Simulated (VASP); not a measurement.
Crystal: HfB.

```
Hf B
1.0
     0.00000    2.31000    2.31000
     2.31000    0.00000    2.31000
     2.31000    2.31000    0.00000
Hf B
1 1
Direct
  0.50000 0.50000 0.50000
  0.00000 0.00000 0.00000
```

```yaml
Program: VASP 6.6.1
Task: relaxation of cell and atoms
Functional: revPBE
Potentials_or_basis: VASP PAW PBE potentials, release 64 (Hf_pv, B)
Cutoff: 600 eV
k_mesh: 10 × 10 × 10
Occupations: fermi-dirac, width 0.05 eV
Spin: no spin polarisation
```

At the start: pressure 33.3 GPa; volume 12.33 Å³/atom.

Task: Where does the relaxation end?

Result: Over 19 steps the energy falls by 184.6 meV/atom and the volume is 14.33 Å³/atom (+16.3 %); space group Fm-3m (No. 225, to 0.05 Å).

The path:
```
step  energy change (eV)  largest force (eV/Å)  pressure (GPa)  volume (Å³)
   1              0.0000                0.0000           33.32        24.65
   2              0.1494                0.0000          -22.40        34.98
   3             -0.3685                0.0000           -1.03        28.85
   4             -0.3691                0.0000           -0.16        28.70
   5             -0.3691                0.0000            0.33        28.61
   6             -0.3691                0.0000            0.34        28.61
   7             -0.3691                0.0000            0.30        28.62
   8             -0.3691                0.0000            0.30        28.62
   9             -0.3691                0.0000            0.30        28.62
  10             -0.3691                0.0000            0.30        28.62
  11             -0.3691                0.0000            0.30        28.62
  12             -0.3691                0.0000            0.30        28.62
  13             -0.3691                0.0000            0.30        28.62
  14             -0.3691                0.0000            0.27        28.62
  15             -0.3691                0.0000            0.25        28.63
  16             -0.3691                0.0000            0.19        28.64
  17             -0.3691                0.0000            0.08        28.66
  18             -0.3691                0.0000           -0.15        28.69
  19             -0.3691                0.0000           -0.01        28.67
```

Final structure:
```cif
data_structure
_symmetry_space_group_name_H-M 'P 1'
_symmetry_Int_Tables_number 1
_cell_length_a 3.4354
_cell_length_b 3.4354
_cell_length_c 3.4354
_cell_angle_alpha 60.000
_cell_angle_beta 60.000
_cell_angle_gamma 60.000
_cell_volume 28.67
loop_
_atom_site_label
_atom_site_type_symbol
_atom_site_fract_x
_atom_site_fract_y
_atom_site_fract_z
_atom_site_occupancy
Hf1 Hf 0.50000 0.50000 0.50000 1
B1 B 0.00000 0.00000 0.00000 1
```

Caveat: the volume moved by over 15 % at a fixed basis, so the end points are rough; the PAW data sets were made with another functional, which shifts forces and pressure a little.
